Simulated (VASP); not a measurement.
```
CELL_PARAMETERS angstrom
      0.00000     2.89938     2.89938
      2.89938     0.00000     2.89938
      2.89938     2.89938     0.00000
ATOMIC_POSITIONS crystal
  Nb 0.75000 0.75000 0.75000
  Nb 0.50000 0.50000 0.50000
```

Computed with PBEsol GGA, VASP's PBE PAW potentials (set 64) (plane waves; VASP 6.6.1). Run with 400 eV cut-off, Gaussian smearing of 0.050 eV, potentials Nb_sv.

Q: What does the run give for the band gap (along the path) with the smallest direct gap where there is one?

A: 
band gap (along the path): none (metal, semimetal or under 0.01 eV)

Only differences to runs with the same potentials and settings are physical.

The structure was generated: Nb was put into the diamond type (Fd-3m), which need not be its known phase. It was relaxed first.
